Q: If I compute the band gap of cubic silicon carbide with four different programs, do I get four different answers?

Kohn–Sham DFT band gaps of cubic SiC (2-atom cell, fixed geometry) with the PBE functional, without spin polarisation or spin–orbit coupling. Both gaps are taken on a 10×10×10 k mesh, with Fermi–Dirac or Gaussian smearing of width 0.05 eV. The basis column gives the plane-wave cutoff, or fd for a real-space grid of 0.2 Å spacing.

```
         program                                        potentials    basis  gap (eV)  direct gap (eV)
            VASP                VASP PAW PBE potentials, gw, light   550 eV   1.35700            4.544
            VASP                       VASP PAW PBE potentials, gw   600 eV   1.35700            4.544
            VASP  VASP PAW PBE potentials, recommended, release 54   520 eV   1.35700            4.542
            VASP      VASP PAW PBE potentials, minimal, release 54   500 eV   1.35700            4.542
            VASP  VASP PAW PBE potentials, recommended, release 54   900 eV   1.35900            4.543
            VASP         VASP PAW PBE potentials, materialsproject   900 eV   1.35900            4.543
          Ansatz                                        Ansatz PAW   420 eV   1.35900            4.546
          Ansatz                                           JTH PAW   780 eV   1.36200            4.573
Quantum ESPRESSO                  PseudoDojo 0.4.1 SR PBE standard  1116 eV   1.36300            4.553
            GPAW                                       JTH PAW 2.0   800 eV   1.36400            4.575
            VASP                     VASP PAW PBE potentials, soft   900 eV   1.36400            4.548
            GPAW              GPAW PAW data sets (gpaw data 1.2.1)       fd   1.36500            4.548
```

A: For practical purposes you get one. The gap, the energy from the highest filled to the lowest empty level, agrees within 8 meV over all twelve runs. The VASP rows alone cover 7 meV of that, so the program's name is a poor label for the differences. Exchanging only the carbon potential in VASP, from the recommended to the soft one at 900 eV, raises the gap by 5 meV. Raising the cutoff from 520 to 900 eV with the recommended potentials adds 2 meV. At 900 eV the gw pair lies 2 meV below them on the k mesh, but along the band path the two pairs give the same gap, so this 2 meV is numerical scatter and no effect of the potentials. The cutoff step is no larger and may be scatter too. The order of the rows by gap therefore reflects potentials, working settings and some scatter, and the crystal is the same throughout. The seven VASP rows hold only three different pairs of potentials, so they are not seven independent checks.

Four VASP rows (gw at 600 eV and the three at 900 eV) list Gaussian smearing in their band runs, not Fermi-Dirac. With a gap this wide the effect is negligible.

Q: Yet when I look at the raw energy of the valence top, the runs disagree by more than an electronvolt.

A: They do, by about 1.8 eV, and it has no physical meaning. An infinite crystal has no vacuum outside it from which to count energies, so each run counts from an average potential of its own. That average depends on how the potential was smoothed close to the nuclei and on the convention each program adopts for it. Within VASP the valence top moves from 7.77 to 8.51 eV as the potentials change, while the two JTH runs put it at 9.52 eV in Ansatz and 7.80 eV in GPAW. Take the limiting case of two potentials that differ only by a constant: every level moves by the same amount, and every difference between levels stays as it was. Only such differences can be compared between runs.

Q: Why should the differences agree so well, if the potentials are smoothed in different ways?

A: Because the smoothing is confined to a small region around each nucleus. A data set is built so that a valence electron leaves that region as it would leave the true atom, at least for energies near those of the valence levels. If this held exactly and the basis were complete, all the programs would solve the same problem and give the same bands. What remains in the table is the departure from that limit. It need not be equally large for every level.

Q: Is that why two rows stand out in the direct gap but not in the gap?

A: Yes, and comparing the two gaps tells us which levels are involved. The direct gap is the smallest step from a filled to an empty level at the same wavevector. In the known band structure of cubic SiC the valence top lies at the zone centre Γ, while the lowest empty level and the smallest direct step both lie at the zone boundary point X. A k mesh can miss a band edge, but a 10×10×10 mesh that includes Γ also includes X. With v for the highest filled and c for the lowest empty level,

gap = c(X) − v(Γ)
direct gap = c(X) − v(X)
direct gap − gap = v(Γ) − v(X)

The empty level cancels. What is left is the drop of the highest valence band from Γ to X, and this is where the two rows with JTH data sets differ from the rest.

Q: How large is that difference?

A: The drop is 3.183 to 3.190 eV in the other ten rows and 3.21 eV in both JTH rows. As a test, take the drop from the Ansatz run with JTH and predict the direct gap of the GPAW run with JTH from its gap:

drop = 4.573 − 1.362 = 3.211 eV
direct gap = 1.364 + 3.211 = 4.575 eV

That is the computed value. The drop from the Ansatz run with its own data sets, 4.546 − 1.359 = 3.187 eV, would have left the prediction 24 meV too low.

Q: Could the program be responsible after all?

A: The numbers speak against it. Going from a program's own data sets to JTH raises the direct gap by 27 meV in Ansatz and by 27 meV in GPAW, whereas the two programs with JTH differ by only 2 meV. The basis changed along with the data sets in both cases, so the comparison is not perfectly clean. Cutoffs cannot be compared across different potentials, but where the table changes the cutoff alone, from 520 to 900 eV with the recommended VASP potentials, the drop moves by 1 meV. No such pair exists for JTH.

I also fitted all twelve rows with one common drop plus one extra shift for JTH; the output follows this exchange. The typical miss is 2 meV, and the worst is Quantum ESPRESSO, where the fitted drop is 4 meV smaller than the computed one. I singled out the JTH rows after seeing the numbers, so the fit describes the pattern and is no independent test of its cause.

Q: What does a larger drop mean physically?

A: Imagine the atoms pulled far apart. Their valence levels no longer depend on the wavevector, the drop vanishes, and the direct gap equals the gap. In the real crystal the orbitals of neighbouring atoms overlap, and this spreads each level into a band. With JTH the drop is larger by 0.8 percent, which might suggest a stronger coupling of all orbitals alike. The zone-centre levels of GPAW with JTH speak against that. The lowest valence level at Γ lies 29 meV deeper below the valence top than is typical of VASP and Quantum ESPRESSO, only 0.2 percent of its 15.4 eV depth. A stronger coupling should also push the empty levels at Γ up from the valence top, yet the first lies 57 meV lower and the second lies lower as well. So all these levels sink against the valence top by a few tens of meV, while the empty level at X keeps its distance. Put the other way, the valence top and the conduction bottom move together against the rest of the bands, which is why the gap hides the change. The first empty level at Γ is weak evidence about JTH, though: GPAW with its own data sets on the real-space grid puts it 59 meV above the typical value, a miss just as large without JTH. My guess is that the construction of the JTH data sets near the nuclei is responsible, but these runs do not isolate which ingredient. Another candidate is that a program cuts short a data set made outside it. The makers of these data met this in tests on other systems, but neither JTH run carries a warning of it: the Ansatz run has only a note about its radial quadrature, and the GPAW run has no warning at all.

Q: So if two runs agree on the gap, may I trust the rest of their bands equally?

A: No, and the two GPAW rows show why. Their gaps differ by 1 meV, but the first empty level at Γ lies 6.177 eV above the valence top with JTH and 6.293 eV with GPAW's own data sets on a real-space grid (marked fd). A gap involves two levels only, and a change elsewhere in the bands leaves no trace in it. Part of this disagreement may come from the grid, which also splits the valence top by 1 meV where symmetry demands equal energies. Real-space grids are known for such "eggbox" errors, in which energies depend on where the atoms sit relative to the grid points, and no run here with a finer or shifted grid shows how large they are. For a transition well above the gap, compare the levels that take part in it.

Q: With a dozen runs in agreement, is 1.36 eV the gap I should measure?

A: No. The measured gap is roughly 2.4 eV, about 1 eV larger. All these runs use the PBE functional, and they share its error however well they agree. The computed gap is a difference of Kohn–Sham levels, and PBE lacks the jump that the exact exchange-correlation potential makes when an electron is added to the crystal. The lattice is also held still, but zero-point motion would lower the computed gap and so widen the disagreement.

A neighbouring series that kept one data set and went from PBE to a hybrid functional would look quite different. Mixing in exact exchange pushes filled and empty levels apart, and the gap would open by a large part of an electronvolt. The choice of data set changes the gap here by only a few thousandths of an electronvolt; the functional decides the first digit.

Printed output of the fit:

```
Direct gap less gap:
               row  direct gap less gap in meV
              VASP                        3187
              VASP                        3187
              VASP                        3185
              VASP                        3185
              VASP                        3184
              VASP                        3184
            Ansatz                        3187
            Ansatz                        3211
  Quantum ESPRESSO                        3190
              GPAW                        3211
              VASP                        3184
              GPAW                        3183
fit of w on 12 rows: constant 3186 +/- 0.64, coefficient of j 25.4 +/- 1.6; rms 1.83, worst Quantum ESPRESSO -4.4, leave-one-out rms 2.04
JTH shift of direct gap less gap, percent: 0.7973
Rms in meV if one constant serves all rows: 9.642
Spread of the gap, all rows, meV: 8
Spread of the direct gap, all rows, meV: 33
Spread of the direct gap without JTH, meV: 11
Ansatz, JTH less own data sets, direct gap, meV: 27
Ansatz, JTH less own data sets, gap, meV: 3
GPAW, JTH less own data sets, direct gap, meV: 27
GPAW, JTH less own data sets, gap, meV: -1
JTH, GPAW less Ansatz, direct gap, meV: 2
VASP recommended, 900 eV less 520 eV cutoff, gap, meV: 2
VASP at 900 eV, soft less recommended, gap, meV: 5
VASP at 900 eV, recommended less gw, gap, meV: 2.1
Spread of the raw valence top, eV: 1.756
First empty zone-centre level, GPAW JTH less median of VASP and QE, meV: -57
First empty zone-centre level, GPAW fd less the same median, meV: 59
Depth of the valence bottom, GPAW JTH less median of VASP and QE, meV: 29
Rough measured gap of 2.4 eV less median computed gap, eV: 1.041
```
